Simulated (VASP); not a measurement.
# Splitting of the Δ conduction valleys of GaP under uniaxial [001] stress at the TB-mBJ level with spin-orbit coupling

In a strained GaP layer or contact, the current depends on which conduction valleys hold the electrons, because each valley is heavy along its own axis and light across it. In the cubic crystal the valleys along [001], [100] and [010] are equivalent; stress along [001] sets the first apart from the other two. The question is how large the separation becomes and which valley ends lowest. Valley energies are calculated with TB-mBJ and spin-orbit coupling for axial strains from −2 % to +2 %, and are counted from the valence-band top at the zone centre of the same cell. The splitting is the [100] valley less the [001] valley, so a positive value means that [001] is lower.

## Set-up

The start is a typed prototype cell. The crystal was relaxed with LDA. Strain is imposed along [001]; the strain across the axis is adjusted until the stress across it vanishes, and the atoms are relaxed with LDA. VASP 6.6.1, plane waves with PAW, cutoff 450 eV, no spin polarisation. Band edges are single points at TB-mBJ with spin-orbit coupling on these cells, k mesh 8×8×8, read on short lines of k points at the zone centre and through the valleys; energies are counted from the valence-band top at the zone centre.  All levels use the PAW data sets made with LDA.

Notes on method and selection:

- A valley's energy from the valence-band top holds the shift of that top as well as the shift of the valley.
- The TB-mBJ parameter c is fixed anew from the density of each cell, so it changes along the series.
- Runs that did not converge, have known faults or may not be shown are not listed, and runs on Ansatz's PAW sets soft_1 and soft_2 are kept to separate tables.

Columns:

- strain (%): strain along the axis (tension positive).
- splitting (eV): valley along [100] less valley along [001].
- Δ [001] (eV): minimum of the conduction band along Γ–X in the [001] direction.
- Δ [100] (eV): minimum of the conduction band along Γ–X in the [100] direction.
- L [111] (eV): conduction level at L along [111].
- Γ level (eV): lowest conduction level at Γ.

Input lines of one member:

```
PREC = Accurate
ENCUT = 450
EDIFF = 1E-06
NELM = 150
ISMEAR = 0
SIGMA = 0.02
LREAL = .FALSE.
ALGO = Normal
METAGGA = MBJ
LASPH = .TRUE.
LNONCOLLINEAR = .TRUE.
NBANDS = 28
GGA_COMPAT = .FALSE.
LSORBIT = .TRUE.
KPAR = 3
```

Command (options for logging and memory left out): `mpirun -np 3 vasp_ncl`

## Table of results

| member | strain (%) | splitting (eV) | Δ [001] (eV) | Δ [100] (eV) | L [111] (eV) | Γ level (eV) |
| --- | --- | --- | --- | --- | --- | --- |
| −2 % | −2.0 | 0.223 | 2.037 | 2.260 | 2.572 | 3.157 |
| −1.5 % | −1.5 | 0.166 | 2.103 | 2.269 | 2.599 | 3.169 |
| −1 % | −1.0 | 0.110 | 2.168 | 2.278 | 2.623 | 3.179 |
| −0.5 % | −0.5 | 0.054 | 2.231 | 2.285 | 2.643 | 3.187 |
| 0 % | 0.0 | 0.000 | 2.288 | 2.288 | 2.655 | 3.188 |
| +0.5 % | 0.5 | −0.054 | 2.314 | 2.260 | 2.635 | 3.159 |
| +1 % | 1.0 | −0.108 | 2.341 | 2.232 | 2.613 | 3.128 |
| +1.5 % | 1.5 | −0.161 | 2.366 | 2.205 | 2.588 | 3.096 |
| +2 % | 2.0 | −0.212 | 2.391 | 2.178 | 2.560 | 3.062 |

Least-squares fits to the whole series, with x = strain (%); R² and errors in the fitted variable (y, or ln y where the fit is in ln y):

| y | members | fit | R² | rms residual | leave-one-out rms | the same for the mean of the others |
| --- | --- | --- | --- | --- | --- | --- |
| splitting (eV) | 9 | y = 0.002000 − 0.1088 x | 1.00 | 0.0021 | 0.0030 | 0.16 |
| Δ [001] (eV) | 9 | y = 2.249 + 0.08780 x | 0.95 | 0.025 | 0.034 | 0.13 |

## The trend and its physics

Compression along [001] makes the [001] valley the lowest conduction level; tension makes the [100] valley lowest, together with its symmetry partner [010]. The splitting runs from 0.223 eV at −2 % to −0.212 eV at +2 %. In every row the lowest Δ valley also lies below the L and Γ levels.

A linear deformation-potential model gives this behaviour. Let $\varepsilon$ be the axial strain.

1. With no stress across the axis, the transverse strain is taken as $-\nu\varepsilon$ with constant $\nu$.
2. A valley shifts by $\Xi_d$ times the volume strain plus $\Xi_u$ times the strain along its own axis.
3. The valence-band top, which is the zero of energy, is assumed to shift by $V\varepsilon$.

The two valley energies are then

$$E_{001}=E_0+[\Xi_d(1-2\nu)+\Xi_u-V]\,\varepsilon ,$$

$$E_{100}=E_0+[\Xi_d(1-2\nu)-\nu\,\Xi_u-V]\,\varepsilon .$$

Writing $P$ for the first bracket and $B=\Xi_u(1+\nu)$ leaves three parameters:

$$E_{001}=E_0+P\varepsilon,\qquad E_{100}=E_0+(P-B)\varepsilon,\qquad E_{100}-E_{001}=-B\varepsilon .$$

The volume term and the valence-band shift cancel in the splitting, which therefore measures the valleys alone. A positive $\Xi_u$ means that shortening an axis lowers the valley along it relative to the others.

The fitted slope of the splitting gives $B$ = 0.1088 eV per % of strain, or 0.1088 × 100 = 10.88 eV per unit strain. With $\nu$ roughly 0.3, $\Xi_u$ is roughly 10.88 / 1.3 ≈ 8 eV. The leave-one-out error of this fit is 0.0030 eV, against 0.16 eV for the mean of the other members.

## The model against the table

The three parameters are fixed on the unstrained member and on −1 %, with strain in % and slopes in eV per %:

- $E_0$ = 2.288 eV
- $P$ = (2.288 − 2.168) / 1.0 = 0.120 eV per %
- $B$ = 0.110 / 1.0 = 0.110 eV per %
- $P-B$ = 0.120 − 0.110 = 0.010 eV per %

**−0.5 %**
- [001]: 2.288 − 0.5 × 0.120 = 2.228 eV; table 2.231 eV
- [100]: 2.288 − 0.5 × 0.010 = 2.283 eV; table 2.285 eV
- splitting: 0.5 × 0.110 = 0.055 eV; table 0.054 eV

**−2 %**
- [001]: 2.288 − 2.0 × 0.120 = 2.048 eV; table 2.037 eV
- [100]: 2.288 − 2.0 × 0.010 = 2.268 eV; table 2.260 eV
- splitting: 2.0 × 0.110 = 0.220 eV; table 0.223 eV

**+1 %**
- [001]: 2.288 + 1.0 × 0.120 = 2.408 eV; table 2.341 eV
- [100]: 2.288 + 1.0 × 0.010 = 2.298 eV; table 2.232 eV
- splitting: −1.0 × 0.110 = −0.110 eV; table −0.108 eV

**+2 %**
- [001]: 2.288 + 2.0 × 0.120 = 2.528 eV; table 2.391 eV
- [100]: 2.288 + 2.0 × 0.010 = 2.308 eV; table 2.178 eV
- splitting: −2.0 × 0.110 = −0.220 eV; table −0.212 eV

Parameters taken from the compressed side thus carry the splitting across zero strain to within 0.008 eV. The separate valley energies do not carry over: under tension both are computed well below the model, by nearly the same amount.

## Members off the line

Largest departures from the fit to the whole series:

| member | splitting (eV) | fit | computed − fit | in rms residuals |
| --- | --- | --- | --- | --- |
| +2 % | −0.212 | −0.216 | +0.004 | 1.7 |
| −2 % | 0.223 | 0.220 | +0.003 | 1.6 |
| −0.5 % | 0.054 | 0.056 | −0.002 | 1.1 |
| 0 % | 0.000 | 0.002 | −0.002 | 1.0 |

At +2 % the computed valleys lie below the model by 2.528 − 2.391 = 0.137 eV for [001] and 2.308 − 2.178 = 0.130 eV for [100]. The third assumption fails here. Strain splits the degenerate valence-band top, and the zero of energy follows whichever branch is upper. That branch rises relative to the valence-band average under either sign of strain, so the shift has a kink at zero. The L and Γ levels show the same kink: between the half-per-cent steps on either side of zero, the slopes of all four levels drop by about 0.06 eV per %. A single line through the [001] energies is therefore misleading despite its R² of 0.95; it misses the unstrained value by 2.288 − 2.249 = 0.039 eV.

The splitting itself is slightly stronger under compression, 0.223 / 2.0 = 0.112 eV per % at −2 % against 0.212 / 2.0 = 0.106 eV per % at +2 %. The transverse strain per unit of axial strain is also a little smaller at the tensile end, which has the right sign but explains only a minor part. The remainder lies beyond the linear model; a second-order response of the valleys and the change of the TB-mBJ parameter c with strain may both contribute, and the table does not separate them.

## What to take away

Between −2 % and +2 %, the splitting is close to −0.109 eV per % of axial strain, with [001] lowest under compression and [100] and [010] lowest under tension. At half a per cent it is already about twice the thermal energy at room temperature. The gap to the lowest valley is smaller in every strained row than in the unstrained one.

The splitting covers a range of 0.223 + 0.212 = 0.435 eV over the series. Lattice vibration, which is left out, lowers the gap but should shift the valleys largely together, so it should affect the splitting much less than the gap.

[Logs are printed without paths, hosts, clocks, repeated set-up lines and the standing remarks that a program may print on its own settings, such as how far it seeks lower states.]
